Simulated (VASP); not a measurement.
```xyz
5
Lattice="2.7396 0.0000 0.0000 -1.3698 2.3726 0.0000 0.0000 0.0000 26.1243" Properties=species:S:1:pos:R:3 pbc="T T T"
Pd     1.3698     0.7909     8.5880
Pd     0.0000     1.5817    10.8304
Pd     0.0000     0.0000    13.0622
Pd     1.3698     0.7909    15.2939
Pd     0.0000     1.5817    17.5363
```

Computed with PBEsol GGA, VASP's PBE PAW potentials (set 64) (plane waves; VASP). Run with PREC = Normal, 400 eV cut-off, 12×12×1 Γ-centred mesh, first-order Methfessel-Paxton smearing of 0.10 eV, potentials Pd.

**Question.** Predict the energy per atom (σ→0), band gap (on the k-mesh) with the smallest direct gap where there is one.

**Answer.** 
```json
{
  "band gap (on the k-mesh)": "none (metal, semimetal or under 0.01 eV)",
  "energy per atom (σ→0)": "-5.687 eV/atom"
}
```

Total energies compare only between runs with the same potentials, cut-off and functional.

The cell is a thin slab with vacuum, built from Pd (fcc): (111) face.
